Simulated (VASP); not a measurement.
An input for Ansatz (written as the equivalent of a VASP run, and not itself run):

Ansatz 0.2 input:
```yaml
crystal:
  lattice:
    - [0.0000000, 2.7300000, 2.7300000]
    - [2.7300000, 0.0000000, 2.7300000]
    - [2.7300000, 2.7300000, 0.0000000]
  atoms:
    - { symbol: Al, position: [0.0000000, 0.0000000, 0.0000000] }
    - { symbol: P, position: [0.2500000, 0.2500000, 0.2500000] }
kpoints:
  mp_grid: { grid: [8, 8, 8] }
hamiltonian:
  xc: pbe
  dispersion: d4
  pseudopotentials: { kind: paw }
scf:
  occupations: { method: gaussian, width: 0.05 }
  max_iter: 100
relax:
  max_steps: 60
  f_tol: 0.01
  cell: {}
output: { forces: true, stress: true, eigenvalues: true }
```

Q: Translate this input to VASP (INCAR, KPOINTS, POSCAR, choice of POTCAR).

A: Several could match; the one computed here: 
KPOINTS:
```
Automatic mesh
0
G
 8 8 8
0 0 0
```

**POSCAR**
```
AlP
1
    0.0000000000     2.7300000000     2.7300000000
    2.7300000000     0.0000000000     2.7300000000
    2.7300000000     2.7300000000     0.0000000000
Al P
1 1
Direct
  0.0000000000   0.0000000000   0.0000000000
  0.2500000000   0.2500000000   0.2500000000
```

**INCAR**
```
SYSTEM = AlP
PREC = Accurate
ENCUT = 520
EDIFF = 1E-6
NELM = 100
ALGO = Normal
LREAL = .FALSE.
LASPH = .TRUE.
ISMEAR = 0
SIGMA = 0.05
GGA = PE
IVDW = 13
LWAVE = .FALSE.
LCHARG = .FALSE.
IBRION = 2
ISIF = 3
NSW = 60
EDIFFG = -0.01
```

POTCAR, in this order: Al P (PBE.64 set). Program: vasp_std.

What does not carry over: each code has its own PAW files, so the cut-off isn't converted (ENCUT is set for VASP's; basis.ecutwfc is left out, and Ansatz then takes the one that its files recommend); Ansatz stops its SCF on the density residual and VASP on the energy change (EDIFF).

The compound is AlP in the zinc blende structure. This run relaxes it. Symmetry was kept, so distortions that lower it aren't found.
